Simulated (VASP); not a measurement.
A run of VASP 6.6.1 is set up as follows.

INCAR

```
PREC = Accurate ; ENCUT = 520
EDIFF = 1E-6 ; ISMEAR = 0
SIGMA = 0.1 ; LREAL = F
LASPH = T ; NELM = 100
ALGO = Normal ; ISIF = 2
LWAVE = F ; LCHARG = T
GGA = PE ; LELF = T
LVHAR = T ; NBANDS = 30
```

The input KPOINTS:

```
regular mesh
0
Gamma
  4 4 4
```

The input POSCAR:

```
Ba4Si
1.0
   -3.7169581200      3.7169581200      3.7169581200
    3.7169581200     -3.7169581200      3.7169581200
    3.7169581200      3.7169581200     -3.7169581200
Ba Si
4 1
Direct
    0.3495999900      0.3495999900      0.3495999900
    0.6504000100      0.0000000000      0.0000000000
    0.0000000000      0.0000000000      0.6504000100
    0.0000000000      0.6504000100      0.0000000000
    0.0000000000      0.0000000000      0.0000000000
```

Potentials or basis: VASP PAW PBE potentials, release 64 (Ba_sv, Si).

Launch:

```bash
$ cat potpaw_PBE.64/Ba_sv/POTCAR potpaw_PBE.64/Si/POTCAR > POTCAR
$ mpirun -np 1 vasp_std > vasp.out
```

(1) What does it give for the largest force?

(2) What does it give for the band gap on the k mesh?

Answers

(1) 10.387 eV/Å.

(2) none (metal or under the smearing width).

Caveat: forces of over 1 eV/Å show positions far from the minimum, so gaps and moduli don't describe the material at rest.
